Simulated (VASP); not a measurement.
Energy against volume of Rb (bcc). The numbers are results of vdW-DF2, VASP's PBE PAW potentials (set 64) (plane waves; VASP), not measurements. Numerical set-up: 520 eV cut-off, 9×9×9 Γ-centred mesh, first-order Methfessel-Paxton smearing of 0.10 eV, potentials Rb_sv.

| V (Å³/atom) | E (eV/atom) |
|---|---|
| 80.680 | 1.05394 |
| 83.255 | 1.05179 |
| 85.830 | 1.05137 |
| 88.405 | 1.05242 |

Question: Fit these four points and predict the energy of the run at 90.980 Å³/atom.

Answer: A cubic in V^(−2/3), the third-order Birch-Murnaghan form, passes through the four points with V0 = 85.22 Å³/atom and B0 = 3 GPa, and gives 1.0547 eV/atom there. The run gave 1.0547 eV/atom, +0.0 meV/atom from the fit; all five points give B0 = 3 GPa.

The compound is Rb in the bcc structure. It was relaxed first, which changed the volume by -5 %.
